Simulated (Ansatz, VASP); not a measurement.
# Two plane-wave programs on HfRu

```
Hf Ru
1.0
     3.18133    0.00000    0.00000
     0.00000    3.18133    0.00000
     0.00000    0.00000    3.18133
Hf Ru
1 1
Cartesian
  0.0000 0.0000 0.0000
  1.5907 1.5907 1.5907
```

Alike in both runs: functional LDA; k mesh 10 × 10 × 10; occupations fermi-dirac, width 0.05 eV; no spin polarisation.

Ansatz relaxed the structure, and its values are those at the end. VASP's run is a single point on that final structure, the one shown.

|  | VASP | Ansatz |
| --- | --- | --- |
| version | VASP 6.6.1 | Ansatz 0.2.0 |
| potentials or method | VASP PAW LDA potentials, release 64 (Hf_pv, Ru_pv) | PAW with Ansatz's default frozen-core files, scalar-relativistic |
| plane-wave cutoff (eV) | 520 | 420 |
| valence electrons in the cell | 24 | 42 |

Ansatz gave:

* pressure (GPa): 0.0

Task: Which values does VASP return?

Result: Pressure (GPa): -0.3.

The two sets of potentials don't hold the same shells in valence. Ansatz warned: «gradients_without_spin_orbit».

Spin-orbit coupling is left out, which matters for the levels of Hf.
